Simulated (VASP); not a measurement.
A convergence study with VASP on PdIn (CsCl type): one setting is varied, all else stays as given below, so the limit is that of these other settings.

```
CELL_PARAMETERS angstrom
      3.25000     0.00000     0.00000
      0.00000     3.25000     0.00000
      0.00000     0.00000     3.25000
ATOMIC_POSITIONS crystal
  In 0.50000 0.50000 0.50000
  Pd 0.00000 0.00000 0.00000
```

These are PBE GGA, VASP's PBE PAW potentials (set 64) (plane waves; VASP) values and carry that method's errors. The tightest run used: 550 eV cut-off, 21×21×21 Γ-centred mesh, tetrahedra with Blöchl corrections, potentials In_d Pd.

| setting | E (eV/atom) | pressure (GPa) | irreducible k-points |
|---|---|---|---|
| 3×3×3 mesh | -4.3754 | 3.95 | 4 |
| 4×4×4 mesh | -4.3751 | 5.84 | 10 |
| 5×5×5 mesh | -4.3728 | 6.79 | 10 |
| 6×6×6 mesh | -4.3633 | 6.78 | 20 |

### Question
These are the cheaper rows. Estimate the results at 21×21×21 mesh, and how far the last row shown lies from them.

### Answer

| quantity | tightest run | last row shown is off by |
|---|---|---|
| E (eV/atom) | -4.3560 | -0.0073 |
| pressure (GPa) | 6.53 | 0.25 |

Left out are rungs that failed or repeat a setting and relaxations that didn't move; long series are thinned to 24 rows.

The compound is PdIn in the CsCl type structure. The cell was not relaxed at this level. The electron count is odd and the run is not spin-polarised, which forces a metal.
